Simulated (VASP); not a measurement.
Consider the following.

```xyz
1
Lattice="0.0000 2.0450 2.0450 2.0450 0.0000 2.0450 2.0450 2.0450 0.0000" Properties=species:S:1:pos:R:3 pbc="T T T"
Ag     0.0000     0.0000     0.0000
```

These are revTPSS meta-GGA, VASP's PBE PAW potentials (set 64) (plane waves; VASP) values and carry that method's errors. Numerical set-up: 520 eV cut-off, 14×14×14 Γ-centred mesh, first-order Methfessel-Paxton smearing of 0.10 eV, potentials Ag.

Energy and stress use the plane-wave basis of the starting cell.

### Question
The ions, cell shape and volume are relaxed. Predict the relaxed structure.

### Answer

```xyz
1
Lattice="0.0000 2.0270 2.0270 2.0270 0.0000 2.0270 2.0270 2.0270 0.0000" Properties=species:S:1:pos:R:3 pbc="T T T"
Ag     0.0000     0.0000     0.0000
```
Space group Fm-3m (225), at a tolerance of 0.03 Å.

### Question
How do energy and volume change from the first to the last step?

### Answer
The energy (σ→0) changes by -4.4 meV/atom and the volume by -2.6 %, in 3 ionic steps.

The compound is Ag in the fcc structure. This run relaxes it. Symmetry was kept, so distortions that lower it aren't found.
